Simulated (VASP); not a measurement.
Given:

```xyz
2
Lattice="0.0000 2.9600 2.9600 2.9600 0.0000 2.9600 2.9600 2.9600 0.0000" Properties=species:S:1:pos:R:3 pbc="T T T"
Ca     0.0000     0.0000     0.0000
Se     2.9600     2.9600     2.9600
```

Computed with PBE GGA, VASP's PBE PAW potentials (set 64) (plane waves; VASP 6.6.1). Run with 400 eV cut-off, 7×7×7 Γ-centred mesh, Gaussian smearing of 0.050 eV, potentials Ca_sv Se.

Task: Estimate the energy per atom (σ→0), pressure.

Result: 
| Quantity | Value |
|---|---|
| energy per atom (σ→0) | -4.741 eV/atom |
| pressure | 1.12 GPa |

Total energies compare only between runs with the same potentials, cut-off and functional.

The compound is CaSe in the rock salt structure. The cell was not relaxed at this level.
